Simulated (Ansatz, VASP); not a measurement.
P2Se2O in VASP and in Ansatz

```
P Se O
1.0
    -2.56358    2.56358    3.22912
     2.56358   -2.56358    3.22912
     2.56358    2.56358   -3.22912
P Se O
2 2 1
Direct
  0.75000 0.25000 0.50000
  0.25000 0.75000 0.50000
  0.29707 0.29707 0.00000
  0.70293 0.70293 0.00000
  0.00000 0.00000 0.00000
```

Change from the starting cell: species swapped into the NdSi2Pt2 type (I4/mmm, No. 139).

Alike in both runs: functional PBE; dispersion D3(BJ); k mesh 10 × 10 × 10; occupations gaussian, width 0.1 eV; no spin polarisation.

Ansatz relaxed the structure, and its values are those at the end. VASP's run is a single point on that final structure, the one shown.

|  | VASP | Ansatz |
| --- | --- | --- |
| version | VASP 6.6.1 | Ansatz 0.2.0 |
| potentials or method | VASP PAW PBE potentials, release 64 (P, Se, O) | scalar-relativistic, plane waves, PAW |
| plane-wave cutoff (eV) | 520 | 420 |
| valence electrons in the cell | 28 | 48 |

|  | VASP | Ansatz | Ansatz less VASP |
| --- | --- | --- | --- |
| gap on the k mesh at the Fermi level (eV) | none | none | - |
| pressure (GPa) | 0.0 | 0.0 | -0.03 |
| rms of the force components (eV/Å) | 0.012 | 0.001 | -0.0112 |

A gap of «none» marks a metal or a gap that the smearing closes. The two sets of potentials don't hold the same shells in valence.

Caveats: pairwise dispersion overbinds metals, which lowers pressure and volume.
